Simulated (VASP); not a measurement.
The system is NaCu.

```
Na Cu
1.0
     2.94224    0.00000    0.00000
     0.00000    2.94224    0.00000
     0.00000    0.00000    4.04091
Na Cu
1 1
Direct
  0.00000 0.00000 0.00000
  0.50000 0.50000 0.50000
```

The cell was built by a generator and needn't be a form met in nature.

Base run:

* Program: VASP 6.6.1
* Functional: SCAN
* Potentials or basis: VASP PAW PBE potentials, release 64 (Na_pv, Cu)
* Cutoff: 520 eV
* k mesh: 9 × 9 × 7
* Occupations: fermi-dirac, width 0.05 eV
* Spin: no spin polarisation

Its results: pressure 0.5 GPa.

Problem. After a change of settings the same cell gave: pressure 5.5 GPa. Which change was it?
A. functional from SCAN to RPBE
B. functional from SCAN to r2SCAN
C. functional from SCAN to LDA; potentials or basis from VASP PAW PBE potentials, release 64 (Na_pv, Cu) to VASP PAW LDA potentials, release 64 (Na_pv, Cu)
D. functional from SCAN to PBEsol

Solution. A.

Caveats: the PAW data sets were made with another functional, which shifts forces and pressure a little.
